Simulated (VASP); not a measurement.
Consider the following.

```
SrCl2
1.0
    0.00000     3.49792     3.49792
    3.49792     0.00000     3.49792
    3.49792     3.49792     0.00000
Sr Cl
1 2
Direct
  0.00000   0.00000   0.00000
  0.25000   0.25000   0.25000
  0.75000   0.75000   0.75000
```

Level of theory: r2SCAN meta-GGA, VASP's PBE PAW potentials (set 64) (plane waves; VASP 6.6.1). Numerical set-up: 530 eV cut-off, 5×5×5 Γ-centred mesh, Gaussian smearing of 0.050 eV, potentials Sr_sv Cl.

### Question
Give the elastic stiffness tensor with the ions relaxed (GPa, in the frame of the cell).

### Answer

```json
[
 {"": "xx", "xx": "74.6", "yy": "20.0", "zz": "20.0", "yz": "0.0", "xz": "0.0", "xy": "0.0"},
 {"": "yy", "xx": "20.0", "yy": "74.6", "zz": "20.0", "yz": "0.0", "xz": "0.0", "xy": "0.0"},
 {"": "zz", "xx": "20.0", "yy": "20.0", "zz": "74.6", "yz": "0.0", "xz": "0.0", "xy": "0.0"},
 {"": "yz", "xx": "0.0", "yy": "0.0", "zz": "0.0", "yz": "10.3", "xz": "0.0", "xy": "0.0"},
 {"": "xz", "xx": "0.0", "yy": "0.0", "zz": "0.0", "yz": "0.0", "xz": "10.3", "xy": "0.0"},
 {"": "xy", "xx": "0.0", "yy": "0.0", "zz": "0.0", "yz": "0.0", "xz": "0.0", "xy": "10.3"}
]
```

### Question
What does the run give for the Hill bulk modulus, Hill shear modulus, Young's modulus, Poisson's ratio?

### Answer

```yaml
hill_bulk_modulus: 38.2 GPa
hill_shear_modulus: 15.4 GPa
Young's modulus: 407 kbar
Poisson's ratio: 0.322
```

The compound is SrCl2 in the fluorite structure. It was relaxed first.
